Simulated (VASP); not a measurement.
# ZrB2: structure and properties in VASP, part 5 of 5

What structure does ZrB2 take at this level, and what are its properties? The start is a cell from a database of measured crystal structures.

VASP 6.6.1, plane waves and PAW; the level of theory is named at each step.

Still holding for the runs below: The k-mesh is coarse for a metal.

So far. Step 7 (Vibrations at Γ (PBEsol)): The three acoustic modes lie within 0.1 cm⁻¹ of zero, and all others are real. By the characters of their eigenvectors the optical modes sort into (cm⁻¹) Raman active: E2g 787; infrared active: E1u 461, A2u 482; silent: Bg 571. B labels carry no number here, since it depends on the setting of the axes. With a centre of inversion no mode is active in both. The relaxed cell has a = 3.156, c = 3.509 Å (conventional setting).

## (9) Band structure (PBEsol + SOC)

This step: PBEsol, spin-orbit coupling; plane waves and PAW (Zr_sv, B) (VASP 6.6.1).

The mesh alone shows little of the dispersion and can miss band extrema, so KPOINTS_OPT adds a path through the symmetry points after the self-consistent cycle. Spin-orbit coupling needs spinors and the noncollinear program, where each band holds one electron.

File INCAR:

```
SYSTEM = ZrB2
PREC = Accurate
ENCUT = 420
EDIFF = 1E-06
NELM = 100
ISMEAR = 0
SIGMA = 0.05
LREAL = .FALSE.
ALGO = Normal
GGA = PS
LNONCOLLINEAR = .TRUE.
MAGMOM = 0 0 0 0 0 0 0 0 0
NBANDS = 30
GGA_COMPAT = .FALSE.
LASPH = .TRUE.
LSORBIT = .TRUE.
LMAXMIX = 4
LORBIT = 11
LWAVE = .FALSE.
LCHARG = .FALSE.
KPAR = 2
```

File POSCAR:

```
ZrB2
1.0
    3.1560508710      0.0000000000      0.0000000000
   -1.5780254355      2.7332202300      0.0000000000
    0.0000000000      0.0000000000      3.5085785145
Zr B
1 2
Direct
    0.0000000000      0.0000000000      0.0000000000
    0.3333333333      0.6666666667      0.5000000000
    0.6666666667      0.3333333333      0.5000000000
```

File KPOINTS:

```
Automatic mesh
0
Gamma
7 7 5
0 0 0
```

File KPOINTS_OPT:

```
Line mode
16
Line-mode
Reciprocal
  0.00000000   0.00000000   0.00000000 GAMMA
  0.50000000   0.00000000   0.00000000 M

  0.50000000   0.00000000   0.00000000 M
  0.33333333   0.33333333   0.00000000 K

  0.33333333   0.33333333   0.00000000 K
  0.00000000   0.00000000   0.00000000 GAMMA

  0.00000000   0.00000000   0.00000000 GAMMA
  0.00000000   0.00000000   0.50000000 A

  0.00000000   0.00000000   0.50000000 A
  0.50000000   0.00000000   0.50000000 L

  0.50000000   0.00000000   0.50000000 L
  0.33333333   0.33333333   0.50000000 H

  0.33333333   0.33333333   0.50000000 H
  0.00000000   0.00000000   0.50000000 A

  0.50000000   0.00000000   0.50000000 L
  0.50000000   0.00000000   0.00000000 M

  0.33333333   0.33333333   0.00000000 K
  0.33333333   0.33333333   0.50000000 H
```

PAW data sets: Zr_sv and B (PBE family, release 64).

Run with:

```sh
$ mpirun -np 2 vasp_ncl
```

Output:

```text
[... set-up lines as in an earlier step ...]
 entering main loop
       N       E                     dE             d eps       ncg     rms          rms(c)
DAV:   1     0.104994407478E+03    0.10499E+03   -0.82238E+03  1440   0.102E+03
DAV:   2    -0.212632713614E+02   -0.12626E+03   -0.12154E+03  1646   0.304E+02
DAV:   3    -0.288463714701E+02   -0.75831E+01   -0.75190E+01  2554   0.583E+01
DAV:   4    -0.290067768526E+02   -0.16041E+00   -0.15994E+00  1844   0.791E+00
DAV:   5    -0.290099527589E+02   -0.31759E-02   -0.31755E-02  2114   0.921E-01    0.230E+01
DAV:   6    -0.264728463625E+02    0.25371E+01   -0.43305E+00  1742   0.168E+01    0.940E+00
DAV:   7    -0.264424343801E+02    0.30412E-01   -0.91317E-01  2170   0.558E+00    0.343E+00
DAV:   8    -0.264454046471E+02   -0.29703E-02   -0.13549E-01  1650   0.306E+00    0.751E-01
DAV:   9    -0.264388946590E+02    0.65100E-02   -0.22038E-02  1676   0.133E+00    0.266E-01
DAV:  10    -0.264389473085E+02   -0.52649E-04   -0.15279E-03  1832   0.269E-01    0.123E-01
DAV:  11    -0.264388197490E+02    0.12756E-03   -0.35217E-04  1796   0.174E-01    0.323E-02
DAV:  12    -0.264388193310E+02    0.41802E-06   -0.39956E-05  2148   0.533E-02    0.112E-02
DAV:  13    -0.264388184070E+02    0.92398E-06   -0.14488E-06  1466   0.849E-03
   1 F= -.26438818E+02 E0= -.26437586E+02  d E =-.246406E-02  mag=     0.0000    -0.0000     0.0000
 Start KPOINTS_OPT (optional k-point list driver)
k-point batch [1-24\144]
       N       E                     dE             ncg
DAV:   1     0.548771551119E+03   -0.78907E+04     1440
DAV:   2    -0.260089414415E+04   -0.31497E+04     1654
DAV:   3    -0.279073777579E+04   -0.18984E+03     2582
DAV:   4    -0.279474673088E+04   -0.40090E+01     1914
DAV:   5    -0.279480394822E+04   -0.57217E-01     1938
DAV:   6    -0.279480443553E+04   -0.48731E-03     1904
DAV:   7    -0.279480444290E+04   -0.73613E-05     1852
DAV:   8    -0.279480444295E+04   -0.52467E-07     1322
[...]
k-point batch [121-144\144]
       N       E                     dE             ncg
DAV:   1     0.241988669484E+03   -0.15613E+05     1440
DAV:   2    -0.274958384775E+04   -0.29916E+04     1648
DAV:   3    -0.290670391185E+04   -0.15712E+03     2552
DAV:   4    -0.290957181601E+04   -0.28679E+01     1886
DAV:   5    -0.290963069641E+04   -0.58880E-01     2022
DAV:   6    -0.290963112350E+04   -0.42709E-03     1820
DAV:   7    -0.290963112975E+04   -0.62439E-05     1888
DAV:   8    -0.290963112982E+04   -0.73029E-07     1372
```

Wall time 58 s (2 MPI ranks of AMD EPYC 9R45, shared host); peak memory 0.41 GiB.

Parts of OUTCAR (step 9):

```text
   k-points           NKPTS =     24   k-points in BZ     NKDIM =     24   number of bands    NBANDS=     30

   NELECT =      18.0000    total number of electrons

 E-fermi :  10.2605

 k-point     1 :       0.0000    0.0000    0.0000
  band No.  band energies     occupation
    ...
     14       7.9435      1.00000
     15       7.9562      1.00000
     16       7.9562      1.00000
     17       8.3043      1.00000
     18       8.3043      1.00000
     19      14.0341      0.00000
     20      14.0341      0.00000
     21      14.0992      0.00000
     22      14.0992      0.00000
     23      14.8645      0.00000
    ...

  Total        0.0882163      0.0882163     -0.0693765      0.0000000     -0.0000000     -0.0000000
  in kB        4.6699239      4.6699239     -3.6725978      0.0000000     -0.0000000     -0.0000000
  external PRESSURE =       1.8890834 kB  Pullay stress =       0.0000000 kB

 POSITION                                       TOTAL-FORCE (eV/Angst)
 -----------------------------------------------------------------------------------
      0.00000      0.00000      0.00000        -0.000000      0.000000      0.000000
     -0.00000      1.82215      1.75429         0.000000      0.000000      0.000000
      1.57803      0.91107      1.75429        -0.000000      0.000000     -0.000000
 -----------------------------------------------------------------------------------
    total drift:                               -0.000000      0.000000     -0.000000

  FREE ENERGIE OF THE ION-ELECTRON SYSTEM (eV)
  ---------------------------------------------------
  free  energy   TOTEN  =       -26.4388184070 eV

  energy  without entropy=      -26.4363543514  energy(sigma->0) =      -26.43758638

 Spin-Orbit-Coupling matrix elements
 Ion:    1  E_soc:     -0.1409319
 Ion:    2  E_soc:     -0.0000271
 Ion:    3  E_soc:     -0.0000271

 magnetization (x)
# of ion       s       p       d       tot
------------------------------------------
    1       -0.000   0.000  -0.000  -0.000
    2       -0.000   0.000   0.000  -0.000
    3       -0.000   0.000   0.000  -0.000
--------------------------------------------------
tot         -0.000   0.000  -0.000  -0.000

 magnetization (y)
# of ion       s       p       d       tot
------------------------------------------
    1        0.000   0.000  -0.000  -0.000
    2        0.000  -0.000   0.000  -0.000
    3        0.000  -0.000   0.000  -0.000
--------------------------------------------------
tot          0.000  -0.000  -0.000  -0.000

 magnetization (z)
# of ion       s       p       d       tot
------------------------------------------
    1       -0.000   0.000   0.000  -0.000
    2        0.000   0.000   0.000   0.000
    3        0.000   0.000   0.000   0.000
--------------------------------------------------
tot         -0.000   0.000   0.000  -0.000

[... 6 parts as in an earlier step ...]

[... 10 further parts left out ...]
```

Numbers from this step:

```
SCF cycles              : 13
bands                   : 30
irreducible k-points    : 24
free energy (TOTEN)     : -26.44 eV
energy at zero smearing : -26.44 eV
Fermi energy            : 10.26 eV
pressure                : 0.1889 GPa
```

On-site spin-orbit energy by atom:

```tsv
atom	on-site spin-orbit energy (eV)
Zr1	-0.141
B2	0.000
B3	0.000
```

Electronic bands along the path, in eV, zero at the Fermi level; # counts the bands kept, so #1 is VASP's band 9:

```tsv
point	#5	#6	#7	#8	#9	#10	#11	#12
Γ	-2.32	-2.32	-2.30	-2.30	-1.96	-1.96	3.77	3.77
0.47 of the way	-2.85	-2.85	-2.39	-2.39	-1.72	-1.72	2.52	2.52
M	-3.60	-3.60	-2.72	-2.72	-2.41	-2.41	2.63	2.63
0.47 of the way	-4.62	-4.62	-3.28	-3.28	-0.54	-0.54	-0.03	-0.03
K	-6.66	-6.66	-2.15	-2.15	-2.13	-2.13	1.91	1.91
0.47 of the way	-3.69	-3.69	-3.07	-3.07	-0.62	-0.62	1.46	1.46
Γ	-2.32	-2.32	-2.30	-2.30	-1.96	-1.96	3.77	3.77
0.53 of the way	-1.68	-1.68	-1.66	-1.66	0.60	0.60	1.48	1.48
A	-0.62	-0.62	-0.62	-0.62	0.61	0.61	0.65	0.65
0.47 of the way	-4.16	-4.16	-3.09	-3.09	-1.11	-1.11	2.63	2.63
L	-4.34	-4.34	-3.85	-3.85	-1.61	-1.61	4.19	4.19
0.47 of the way	-4.46	-4.46	-3.31	-3.31	-1.84	-1.84	4.31	4.31
H	-4.59	-4.59	-2.39	-2.39	-2.27	-2.27	4.53	4.53
0.47 of the way	-4.34	-4.34	-3.80	-3.80	-1.80	-1.80	3.11	3.11
A	-0.62	-0.62	-0.62	-0.62	0.61	0.61	0.65	0.65
jump to L	-4.34	-4.34	-3.85	-3.85	-1.61	-1.61	4.19	4.19
0.47 of the way	-3.74	-3.74	-2.78	-2.78	-2.39	-2.39	1.96	1.96
M	-3.60	-3.60	-2.72	-2.72	-2.41	-2.41	2.63	2.63
jump to K	-6.66	-6.66	-2.15	-2.15	-2.13	-2.13	1.91	1.91
0.47 of the way	-5.82	-5.82	-2.33	-2.33	-2.25	-2.25	3.63	3.63
H	-4.59	-4.59	-2.39	-2.39	-2.27	-2.27	4.53	4.53
```

The largest weight of each band there:

```tsv
point	#5	#6	#7	#8	#9	#10	#11	#12
Γ	B 0.61	B 0.61	Zr 0.99	Zr 0.99	B 0.85	B 0.85	Zr 1.00	Zr 1.00
M	Zr 0.57	Zr 0.57	B 0.95	B 0.95	Zr 0.88	Zr 0.88	B 0.94	B 0.94
K	B 0.70	B 0.70	Zr 0.60	Zr 0.60	Zr 0.60	Zr 0.60	Zr 0.80	Zr 0.80
Γ	B 0.61	B 0.61	Zr 0.99	Zr 0.99	B 0.85	B 0.85	Zr 1.00	Zr 1.00
A	B 1.00	B 1.00	B 1.00	B 1.00	Zr 0.79	Zr 0.79	Zr 0.79	Zr 0.79
L	B 0.70	B 0.70	Zr 0.73	Zr 0.73	B 0.71	B 0.71	Zr 0.95	Zr 0.95
```

There is no gap at this level.

Of the bands kept, 4 cross the Fermi level on this path (spinor bands, one electron each).

## (10) What came out

| Quantity | Value |
| --- | --- |
| relaxed volume | 10.09 Å³/atom |
| relaxed conventional cell a, b, c | 3.156, 3.156, 3.509 Å; angles 90.0, 90.0, 120.0° |
| space group after relaxing, within 0.02 Å | P6/mmm (No. 191) |
| band gap | none, a metal |
| DOS at the Fermi level | 0.200 states/eV/cell |
| highest zone-centre mode | 787 cm⁻¹ |
| largest field gradient Vzz | 43.77 V/Å² on Zr1 |
| band gap (PBEsol + SOC) | none, a metal |

**Reading.** With PBEsol, ZrB2 relaxes to 10.09 Å³/atom in space group P6/mmm (held by the symmetry of the run) and comes out as a metal. Against the listed cell the volume lies -1.6 % (a -0.4 %, c -0.7 %). Bands along the symmetry lines (PBEsol): Of the bands kept, 2 cross the Fermi level on this path. Vibrations at Γ (PBEsol): The highest mode at Γ, 787.2 cm⁻¹, is mostly motion of B (100 % of the kinetic energy). Band structure (PBEsol + SOC): Of the bands kept, 4 cross the Fermi level on this path (spinor bands, one electron each). The k-sampling is coarse for a metal, so the Fermi level, pressures and the shape of the cell carry errors. Modes at Γ alone can't show that the crystal is stable at other wave vectors. No search among competing phases was made, and a listed structure need not be the one stable at ambient conditions. All values are for a static lattice at zero temperature.

[Lines on the potential files, build, host, timing and source positions are cut from VASP's logs without a mark.]

[Logs are printed without paths, hosts, clocks, repeated set-up lines and the standing remarks that a program may print on its own settings, such as how far it seeks lower states.]

[Hosts, paths, dates, database ids (printed as entryN), source tags and the programs' standing remarks are cut or masked in the printed files.]

[Measured values are set beside computed ones only where the two were judged alike; some that the calculation misses by far are left out.]
